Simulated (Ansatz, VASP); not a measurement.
# Two plane-wave programs on TiWSe3

```xyz
5
Lattice="4.9457 0.0000 0.0000 0.0000 4.9457 0.0000 0.0000 0.0000 4.9457" Properties=species:S:1:pos:R:3 pbc="T T T"
Ti    0.0000    0.0000    0.0000
W     2.4729    2.4729    2.4729
Se    0.0000    2.4729    2.4729
Se    2.4729    2.4729    0.0000
Se    2.4729    0.0000    2.4729
```

Change from the starting cell: species swapped into the TmRh3C type (Pm-3m, No. 221).

Alike in both runs: functional PBE; k mesh 4 × 4 × 4; occupations gaussian, width 0.1 eV; collinear spin.

Ansatz relaxed the structure, and its values are those at the end. VASP's run is a single point on that final structure, the one shown.

|  | VASP | Ansatz |
| --- | --- | --- |
| version | VASP 6.6.1 | Ansatz 0.2.0 |
| potentials or method | VASP PAW PBE potentials, release 64 (Ti_sv, W_sv, Se) | scalar-relativistic, plane waves, PAW |
| plane-wave cutoff (eV) | 520 | 420 |
| valence electrons in the cell | 44 | 74 |

```tsv
	VASP	Ansatz	Ansatz less VASP
gap on the k mesh at the Fermi level (eV)	none	none	-
pressure (GPa)	-1.1	-0.1	+1.02
net moment per atom (μB)	0.17	0.72	+0.548
size of the moment on the site where the two differ most (μB)	0.11	2.16	+2.050
```

The net moments differ so much that the two runs ended in different magnetic states, which moves the other rows too. Site moments also hang on the region over which each program counts them. A gap of «none» marks a metal or a gap that the smearing closes. The two sets of potentials don't hold the same shells in valence.

The runs have no spin-orbit coupling, so splittings on W are missing.
